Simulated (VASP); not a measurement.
A VASP calculation is set up with these files.

File KPOINTS:
```
Automatic mesh
0
Gamma
17 17 17
0 0 0
```

File POSCAR:
```
V
1
    2.4026091452    -0.0000000000    -0.0000000000
   -0.0000000000     2.4026091452     0.0000000000
   -0.0000000000    -0.0000000000     2.4026091452
V
1
Direct
  0.0000000000   0.0000000000   0.0000000000
```

INCAR:
```
NEDOS = 601   # DOS grid
LMAXMIX = 4   # l cut-off of mixed one-centre charges
LCHARG = .True.
ENCUT = 400
SYSTEM = V
EDIFF = 1E-7   # SCF stop (eV)
LORBIT = 11   # lm-projected
ISMEAR = -5
LWAVE = .False.
ISIF = 2
PREC = Accurate
ALGO = Normal
LASPH = .True.   # aspherical one-centre terms
LREAL = .False.
NELM = 100
GGA = PS   # PBEsol
```

POTCAR, in this order: V_sv (PBE.64 set). Program: vasp_std.

Problem. Translate this PBEsol calculation to Ansatz.

Solution. One equivalent input (not run):
Ansatz 0.2 input:
```yaml
crystal:
  lattice:
    - [2.4026091, 0.0000000, 0.0000000]
    - [0.0000000, 2.4026091, 0.0000000]
    - [0.0000000, 0.0000000, 2.4026091]
  atoms:
    - { symbol: V, position: [0.0000000, 0.0000000, 0.0000000] }
kpoints:
  mp_grid: { grid: [17, 17, 17] }
hamiltonian:
  xc: pbesol
  pseudopotentials: { kind: paw }
scf:
  occupations: { method: tetrahedron }
  max_iter: 100
output: { forces: true, stress: true, eigenvalues: true }
```
The two are equivalent in intent, not identical: each code has its own PAW files, so the cut-off isn't converted (ENCUT is set for VASP's; basis.ecutwfc is left out, and Ansatz then takes the one that its files recommend); Ansatz stops its SCF on the density residual and VASP on the energy change (EDIFF).

The structure was generated: V was put into the simple-cubic type (Pm-3m), which need not be its known phase. It was relaxed first, which changed the volume by -10 %.
